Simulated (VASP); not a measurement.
These are PBE GGA, VASP's PBE PAW potentials (set 64) (plane waves; VASP) values and carry that method's errors.

VASP ran on this input.

### POSCAR
```
KMgF3
1
    3.7197846712    -0.0000000000     0.0000000000
   -0.0000000000     3.7197846712    -0.0000000000
    0.0000000000    -0.0000000000     3.7197846712
K Mg F
1 1 3
Direct
  0.0000000000   0.0000000000   0.0000000000
  0.5000000000   0.5000000000   0.5000000000
  0.5000000000   0.0000000000   0.5000000000
  0.0000000000   0.5000000000   0.5000000000
  0.5000000000   0.5000000000   0.0000000000
```

### INCAR
```
SYSTEM=KMgF3
PREC=Accurate; ENCUT=620; LREAL=.FALSE.
LASPH=.TRUE.
EDIFF=1E-6; NELM=100; ALGO=Normal
ISMEAR=0; SIGMA=0.05
GGA=PE
IBRION=2; NSW=40; ISIF=3
EDIFFG=-0.02; PSTRESS=300
LWAVE=.FALSE.; LCHARG=.FALSE.
```

KPOINTS:
```
Automatic mesh
0
Gamma
6 6 6
0 0 0
```

POTCAR, in this order: K_sv Mg F (PBE.64 set). Program: vasp_std.

Output

**OUTCAR**
```
 ion  position               nearest neighbor table
   1  0.000  0.000  0.000-   3 2.63   4 2.63   5 2.63   3 2.63   4 2.63   4 2.63   5 2.63   4 2.63
                             3 2.63   5 2.63   3 2.63   5 2.63   2 3.22   2 3.22   2 3.22   2 3.22
   2  0.500  0.500  0.500-   3 1.86   4 1.86   5 1.86   5 1.86   3 1.86   4 1.86   1 3.22   1 3.22
                             1 3.22   1 3.22   1 3.22   1 3.22   1 3.22   1 3.22
   3  0.500  0.000  0.500-   2 1.86   2 1.86   1 2.63   1 2.63   1 2.63   1 2.63
   4  0.000  0.500  0.500-   2 1.86   2 1.86   1 2.63   1 2.63   1 2.63   1 2.63
   5  0.500  0.500  0.000-   2 1.86   2 1.86   1 2.63   1 2.63   1 2.63   1 2.63
  LATTYP: Found a simple cubic cell.
 ALAT       =     3.7197846712
 Subroutine PRICEL returns:
 Original cell was already a primitive cell.
 Subroutine GETGRP returns: Found 48 space group operations
The static configuration has the point symmetry O_h .
The dynamic configuration has the point symmetry O_h .
 Subroutine INISYM returns: Found 48 space group operations
 Subroutine IBZKPT returns following result:
 Found     20 irreducible k-points:

 Following reciprocal coordinates:
            Coordinates               Weight
  0.000000  0.000000  0.000000      1.000000
  0.166667  0.000000  0.000000      6.000000
  0.333333  0.000000  0.000000      6.000000
  0.500000  0.000000  0.000000      3.000000
...
```

OSZICAR:
```
       N       E                     dE             d eps       ncg     rms          rms(c)
DAV:   1     0.287219103723E+03    0.28722E+03   -0.20362E+04   800   0.184E+03
DAV:   2    -0.143484040729E+02   -0.30157E+03   -0.29303E+03  1024   0.435E+02
DAV:   3    -0.252871340791E+02   -0.10939E+02   -0.10910E+02   960   0.831E+01
DAV:   4    -0.256513184684E+02   -0.36418E+00   -0.36369E+00  1348   0.123E+01
DAV:   5    -0.256536217816E+02   -0.23033E-02   -0.23033E-02   924   0.104E+00    0.974E+00
DAV:   6    -0.233223280746E+02    0.23313E+01   -0.91693E+00   892   0.270E+01    0.491E+00
DAV:   7    -0.233235047243E+02   -0.11766E-02   -0.46799E-01  1052   0.495E+00    0.327E+00
DAV:   8    -0.233272033724E+02   -0.36986E-02   -0.10508E-01   928   0.327E+00    0.501E-01
DAV:   9    -0.233236467408E+02    0.35566E-02   -0.34029E-02   952   0.144E+00    0.132E-01
DAV:  10    -0.233239152539E+02   -0.26851E-03   -0.25688E-03  1072   0.429E-01    0.816E-02
DAV:  11    -0.233239211583E+02   -0.59044E-05   -0.34198E-05   992   0.482E-02    0.686E-02
DAV:  12    -0.233239083742E+02    0.12784E-04   -0.49403E-05  1024   0.680E-02    0.126E-02
DAV:  13    -0.233239091780E+02   -0.80380E-06   -0.67545E-06   996   0.209E-02
   1 F= -.13686416E+02 E0= -.13686416E+02  d E =-.136864E+02
```

File OUTCAR:
```
------------------------ aborting loop because EDIFF is reached ----------------------------------------
  FORCE on cell =-STRESS in cart. coord.  units (eV):
  Direction    XX          YY          ZZ          XY          YZ          ZX
  --------------------------------------------------------------------------------------
  Total        9.6228252      9.6228252      9.6228252      0.0000000     -0.0000000     -0.0000000
  in kB      299.5434146    299.5434146    299.5434146      0.0000000     -0.0000000     -0.0000000
  external PRESSURE =      -0.4565854 kB  Pullay stress =     300.0000000 kB
  volume of cell :       51.47
      direct lattice vectors                 reciprocal lattice vectors
     3.719784671  0.000000000  0.000000000     0.268832765  0.000000000  0.000000000
     0.000000000  3.719784671  0.000000000     0.000000000  0.268832765  0.000000000
     0.000000000  0.000000000  3.719784671     0.000000000  0.000000000  0.268832765
 POSITION                                       TOTAL-FORCE (eV/Angst)
 -----------------------------------------------------------------------------------
      0.00000      0.00000      0.00000         0.000000      0.000000      0.000000
      1.85989      1.85989      1.85989         0.000000      0.000000      0.000000
      1.85989      0.00000      1.85989         0.000000      0.000000      0.000000
      0.00000      1.85989      1.85989         0.000000      0.000000      0.000000
      1.85989      1.85989      0.00000         0.000000      0.000000      0.000000
 -----------------------------------------------------------------------------------
    total drift:                                0.000000      0.000000     -0.000000
  FREE ENERGIE OF THE ION-ELECTRON SYSTEM (eV)
  ---------------------------------------------------
  free  energy   TOTEN  =       -23.3239091780 eV

  energy  without entropy=      -23.3239091780  energy(sigma->0) =      -23.32390918
  enthalpy is  TOTEN    =       -13.6864162234 eV   P V=        9.6374929545

 reached required accuracy - stopping structural energy minimisation
```
(Selected blocks of OUTCAR.)

### OUTCAR
```
 val. band max:       -0.3982202703   @ k =   0.5000   0.5000   0.5000

 cond. band min:       8.6925452781   @ k =   0.0000   0.0000   0.0000


 Fermi energy:        -0.0665901616

 k-point     1 :       0.0000    0.0000    0.0000
  band No.  band energies     occupation
      1     -25.7390      2.00000
      2     -21.1083      2.00000
      3     -20.1744      2.00000
      4     -20.1744      2.00000
      5      -9.2551      2.00000
      6      -9.2551      2.00000
      7      -9.2551      2.00000
      8      -3.2433      2.00000
      9      -3.2433      2.00000
     10      -3.2433      2.00000
     11      -1.2559      2.00000
     12      -1.2559      2.00000
     13      -1.2559      2.00000
     14      -0.6966      2.00000
     15      -0.6966      2.00000
     16      -0.6966      2.00000
     17       8.6925      0.00000
     18       9.9104      0.00000
     19       9.9104      0.00000
     20      12.3194      0.00000

 k-point     2 :       0.1667    0.0000    0.0000
  band No.  band energies     occupation
      1     -25.7149      2.00000
      2     -21.0818      2.00000
      3     -20.2321      2.00000
      4     -20.1700      2.00000
      5      -9.2210      2.00000
      6      -9.2210      2.00000
      7      -9.2196      2.00000
      8      -3.2328      2.00000
      9      -3.2273      2.00000
     10      -3.2273      2.00000
     11      -1.3561      2.00000
     12      -1.3340      2.00000
     13      -1.3340      2.00000
     14      -1.0325      2.00000
     15      -0.7781      2.00000
     16      -0.7781      2.00000
     17       9.2358      0.00000
     18      10.2314      0.00000
     19      10.3414      0.00000
     20      12.4764      0.00000

 k-point     3 :       0.3333    0.0000    0.0000
  band No.  band energies     occupation
      1     -25.6656      2.00000
      2     -21.0235      2.00000
      3     -20.3531      2.00000
      4     -20.1612      2.00000
      5      -9.1509      2.00000
...
```

The compound is KMgF3 in the cubic perovskite structure. It was relaxed first under an external pressure of 30 GPa.
